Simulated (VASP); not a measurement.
Output of a VASP run:

### OSZICAR
```
       N       E                     dE             d eps       ncg     rms          rms(c)
DAV:   1     0.366260728471E+03    0.36626E+03   -0.19911E+04   832   0.176E+03
DAV:   2    -0.163442962369E+02   -0.38261E+03   -0.37007E+03   978   0.433E+02
DAV:   3    -0.645712610666E+02   -0.48227E+02   -0.47331E+02   966   0.150E+02
DAV:   4    -0.667757495120E+02   -0.22045E+01   -0.21950E+01  1088   0.343E+01
DAV:   5    -0.668452228705E+02   -0.69473E-01   -0.69405E-01  1184   0.599E+00    0.181E+01
DAV:   6    -0.578699629688E+02    0.89753E+01   -0.40317E+01  1248   0.607E+01    0.115E+01
DAV:   7    -0.579458053264E+02   -0.75842E-01   -0.24727E+00   976   0.104E+01    0.429E+00
DAV:   8    -0.578781482088E+02    0.67657E-01   -0.16350E-01  1296   0.393E+00    0.256E+00
DAV:   9    -0.578473804293E+02    0.30768E-01   -0.48886E-02  1368   0.330E+00    0.380E-01
DAV:  10    -0.578463750262E+02    0.10054E-02   -0.83992E-03  1268   0.941E-01    0.286E-01
DAV:  11    -0.578466069834E+02   -0.23196E-03   -0.25331E-03  1308   0.384E-01    0.164E-01
DAV:  12    -0.578465996290E+02    0.73544E-05   -0.29771E-04  1216   0.150E-01    0.308E-02
DAV:  13    -0.578465942441E+02    0.53848E-05   -0.25459E-05  1264   0.580E-02    0.131E-02
DAV:  14    -0.578465943332E+02   -0.89076E-07   -0.64201E-06  1184   0.226E-02
   1 F= -.57846594E+02 E0= -.57846594E+02  d E =-.578466E+02
       N       E                     dE             d eps       ncg     rms          rms(c)
DAV:   1    -0.578466743754E+02   -0.80131E-04   -0.14000E-02   852   0.101E+00    0.615E-02
DAV:   2    -0.578466510590E+02    0.23316E-04   -0.45724E-04  1144   0.224E-01    0.265E-02
DAV:   3    -0.578466302167E+02    0.20842E-04   -0.39180E-05  1304   0.898E-02    0.110E-02
DAV:   4    -0.578466274844E+02    0.27323E-05   -0.10499E-05  1146   0.275E-02    0.561E-03
DAV:   5    -0.578466270547E+02    0.42975E-06   -0.76733E-07   510   0.985E-03
   2 F= -.57846627E+02 E0= -.57846627E+02  d E =-.327214E-04
```

File OUTCAR:
```
------------------------ aborting loop because EDIFF is reached ----------------------------------------
  FORCE on cell =-STRESS in cart. coord.  units (eV):
  Direction    XX          YY          ZZ          XY          YZ          ZX
  --------------------------------------------------------------------------------------
  Total        0.0105110      0.0105110     -0.0638022      0.0000000      0.0000000      0.0000000
  in kB        0.1807088      0.1807087     -1.0969122      0.0000000      0.0000000      0.0000000
  external PRESSURE =      -0.2451649 kB  Pullay stress =       0.0000000 kB
  volume of cell :       93.19
      direct lattice vectors                 reciprocal lattice vectors
     1.603462409 -2.777277550 -0.000000000     0.311825208 -0.180032421  0.000000000
     1.603462409  2.777277550  0.000000000     0.311825208  0.180032421  0.000000000
     0.000000000  0.000000000 10.463239930     0.000000000 -0.000000000  0.095572691
 POSITION                                       TOTAL-FORCE (eV/Angst)
 -----------------------------------------------------------------------------------
      1.60346     -0.92576      2.65048         0.000000      0.000000      0.012753
      1.60346      0.92576     10.32357         0.000000      0.000000     -0.001385
      1.60346     -0.92576      7.86318         0.000000      0.000000      0.001883
      1.60346      0.92576      5.39592         0.000000      0.000000      0.016657
      1.60346     -0.92576      4.83661         0.000000      0.000000      0.001032
      1.60346      0.92576      1.73332        -0.000000      0.000000     -0.008265
      1.60346     -0.92576      9.75418        -0.000000     -0.000000     -0.010663
      1.60346      0.92576      7.28961         0.000000     -0.000000     -0.012011
 -----------------------------------------------------------------------------------
    total drift:                                0.000000      0.000811      0.000178
  FREE ENERGIE OF THE ION-ELECTRON SYSTEM (eV)
  ---------------------------------------------------
  free  energy   TOTEN  =       -57.8466270547 eV

  energy  without entropy=      -57.8466270547  energy(sigma->0) =      -57.84662705

 reached required accuracy - stopping structural energy minimisation
```
(Selected blocks of OUTCAR.)

**POSCAR**
```
Al3InN4
1
    1.6035289867    -2.7773928656     0.0000000000
    1.6035289867     2.7773928656    -0.0000000000
    0.0000000000    -0.0000000000    10.4584306676
In Al N
1 3 4
Direct
  0.6666670000   0.3333330000   0.2533321178
  0.3333330000   0.6666670000   0.9866857657
  0.6666670000   0.3333330000   0.7515931186
  0.3333330000   0.6666670000   0.5157382555
  0.6666670000   0.3333330000   0.4621005028
  0.3333330000   0.6666670000   0.1656334006
  0.6666670000   0.3333330000   0.9322521432
  0.3333330000   0.6666670000   0.6966646958
```

Write an INCAR and KPOINTS that could have produced this output.

One answer among several that fit: the input of the run itself, PBEsol GGA, plane waves, VASP's PBE PAW potentials (set 64).

### INCAR
```
! general
SYSTEM  = Al3InN4
PREC    = Accurate
ENCUT   = 520   ! plane-wave cut-off (eV)
LREAL   = F   ! projection in real space or not
LASPH   = T   ! aspherical one-centre terms

! electronic loop
EDIFF   = 1E-6   ! SCF stop (eV)
NELM    = 100
ALGO    = Normal
LMAXMIX = 4   ! l cut-off of mixed one-centre charges

! smearing
ISMEAR  = 0   ! Gaussian
SIGMA   = 0.05   ! width (eV)

! functional
GGA     = PS   ! PBEsol

! ions
IBRION  = 2
NSW     = 60
ISIF    = 3   ! ions, shape and volume
EDIFFG  = -0.02   ! ionic stop

! output
LWAVE   = F
LCHARG  = F
```

**KPOINTS**
```
Automatic
0
gamma
 7 7 2
```

POTCAR, in this order: In_d Al N (PBE.64 set). Program: vasp_std.

The structure was generated: Al3InN4 was put into an ordered model structure (P3m1), which need not be its known phase. This run relaxes it. Symmetry was kept, so distortions that lower it aren't found. The start is the result of an earlier pass.
